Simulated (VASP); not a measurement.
Level of theory: PBEsol GGA with spin-orbit coupling, VASP's PBE PAW potentials (set 64) (plane waves; VASP).

The input files of a VASP run:

### INCAR
```
! general
SYSTEM        = BPd2
PREC          = Accurate
ENCUT         = 400   ! plane-wave cut-off (eV)
LREAL         = .FALSE.   ! projection in real space or not
LASPH         = .TRUE.

! electronic loop
EDIFF         = 1E-6
NELM          = 100
ALGO          = Normal
LMAXMIX       = 4

! smearing
ISMEAR        = -1
SIGMA         = 0.05   ! width (eV)

! functional
GGA           = PS   ! PBEsol
GGA_COMPAT    = .FALSE.

! spin
MAGMOM        = 0.0 0.0 0.0 0.0 0.0 0.0 0.0 0.0 0.0 0.0 0.0 0.0 0.0 0.0 0.0 0.0 0.0 0.0
LSORBIT       = .TRUE.
LNONCOLLINEAR = .TRUE.

! ions
ISIF          = 2   ! forces and stress, cell fixed

! output
LWAVE         = .FALSE.
LCHARG        = .FALSE.
LORBIT        = 11
```

### POSCAR
```
BPd2
1.0
  4.6918000000   0.0000000000   0.0000000000
  0.0000000000   5.1271000000   0.0000000000
  0.0000000000   0.0000000000   3.1096000000
Pd B
4 2
Cartesian
  1.1729500000   1.7682855190   0.0000000000
  3.5188500000   3.3588144810   0.0000000000
  3.5188500000   0.7952644810   1.5548000000
  1.1729500000   4.3318355190   1.5548000000
  0.0000000000   0.0000000000   0.0000000000
  2.3459000000   2.5635500000   1.5548000000
```

KPOINTS:
```
Automatic mesh
0
Gamma
6 5 9
0 0 0
```

POTCAR, in this order: Pd B (PBE.64 set). Program: vasp_ncl.

At this cut-off the stress carries a Pulay error, which pulls relaxed volumes low.

Estimate the energy per atom (σ→0), pressure, largest force, band gap (on the k-mesh).

```
Quantity                                                     Value
------------------------  ----------------------------------------
energy per atom (σ→0)                               -6.634 eV/atom
band gap (on the k-mesh)  none (metal, semimetal or under 0.01 eV)
pressure                                                -14.5 kbar
largest force                                           0.066 eV/Å
```

### OSZICAR
```
...
DAV:   7    -0.398646174042E+02    0.25508E+00   -0.20490E+00  7042   0.121E+01    0.545E+00
DAV:   8    -0.398230265961E+02    0.41591E-01   -0.10132E-01  7000   0.180E+00    0.181E+00
DAV:   9    -0.398146819369E+02    0.83447E-02   -0.15468E-02  7402   0.927E-01    0.365E-01
DAV:  10    -0.398141194831E+02    0.56245E-03   -0.39469E-03  7720   0.385E-01    0.887E-02
DAV:  11    -0.398141379244E+02   -0.18441E-04   -0.13260E-04  7066   0.807E-02    0.492E-02
DAV:  12    -0.398141269182E+02    0.11006E-04   -0.87120E-06  7340   0.219E-02    0.581E-03
DAV:  13    -0.398141268533E+02    0.64975E-07   -0.35165E-07  4094   0.422E-03
   1 F= -.39814127E+02 E0= -.39806999E+02  d E =-.142552E-01  mag=    -0.0000     0.0000     0.0000
```

The structure comes from a measured BPd2 entry of the Crystallography Open Database, whose conditions weren't checked. The cell was not relaxed at this level. The run is one of a series of settings (GGA_COMPAT = .FALSE., LNONCOLLINEAR = .TRUE., LSORBIT = .TRUE., MAGMOM = 0.0 0.0 0.0 0.0 0.0 0.0 0.0 0.0 0.0 0.0 0.0 0.0 0.0 0.0 0.0 0.0 0.0 0.0, program vasp_ncl against the base run), some of them coarse on purpose.
